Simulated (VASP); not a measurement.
Given:

```
Si
1.0
    0.00000     2.71981     2.71981
    2.71981     0.00000     2.71981
    2.71981     2.71981     0.00000
Si
2
Direct
  0.00000   0.00000   0.00000
  0.25000   0.25000   0.25000
```

Computed with r2SCAN meta-GGA, VASP's PBE PAW potentials (set 64) (plane waves; VASP). Numerical set-up: 480 eV cut-off, 8×8×8 Γ-centred mesh, Gaussian smearing of 0.050 eV, potentials Si.

Each row applies one change to this cell, which was relaxed at other settings and keeps the small stress of the first row; at a fixed cut-off the stress holds a Pulay part, so it need not integrate to ΔE exactly. Stress is in GPa, positive when the cell is compressed; gaps are those on the k-mesh, and 0.00 means metallic.

```json
[
 {"change": "none", "ΔE (meV/atom)": "0.0", "σxx": "0.02", "σyy": "0.02", "σzz": "0.02", "largest shear component, with its sign (GPa)": "0.00", "largest force (eV/Å)": "0.000", "gap (eV)": "0.82"},
 {"change": "atom 2 (Si) moved by -0.075 Å along x", "ΔE (meV/atom)": "19.5", "σxx": "-0.02", "σyy": "0.35", "σzz": "0.35", "largest shear component, with its sign (GPa)": "2.84", "largest force (eV/Å)": "1.038", "gap (eV)": "0.36"},
 {"change": "uniaxial strain of -0.5 % along z", "ΔE (meV/atom)": "0.3", "σxx": "0.33", "σyy": "0.33", "σzz": "0.87", "largest shear component, with its sign (GPa)": "0.00", "largest force (eV/Å)": "0.000", "gap (eV)": "0.76"},
 {"change": "atom 2 (Si) moved by 0.050 Å along y", "ΔE (meV/atom)": "8.7", "σxx": "0.16", "σyy": "0.00", "σzz": "0.16", "largest shear component, with its sign (GPa)": "-1.89", "largest force (eV/Å)": "0.694", "gap (eV)": "0.55"},
 {"change": "shear strain γ_yz = -1.0 %", "ΔE (meV/atom)": "0.7", "σxx": "0.03", "σyy": "0.03", "σzz": "0.03", "largest shear component, with its sign (GPa)": "1.08", "largest force (eV/Å)": "0.095", "gap (eV)": "0.81"},
 {"change": "isotropic strain of -1.5 %", "ΔE (meV/atom)": "13.1", "σxx": "4.89", "σyy": "4.89", "σzz": "4.89", "largest shear component, with its sign (GPa)": "0.00", "largest force (eV/Å)": "0.000", "gap (eV)": "0.75"},
 {"change": "isotropic strain of +2.0 %", "ΔE (meV/atom)": "20.6", "σxx": "-5.09", "σyy": "-5.09", "σzz": "-5.09", "largest shear component, with its sign (GPa)": "0.00", "largest force (eV/Å)": "0.000", "gap (eV)": "0.91"},
 {"change": "atom 2 (Si) moved by 0.200 Å along z", "ΔE (meV/atom)": "135.4", "σxx": "2.28", "σyy": "2.28", "σzz": "-0.37", "largest shear component, with its sign (GPa)": "-7.85", "largest force (eV/Å)": "2.633", "gap (eV)": "0.00"}
]
```

Failed runs are left out, and for metals the shear rows, which the mesh's noise covers.

The compound is Si in the diamond structure.
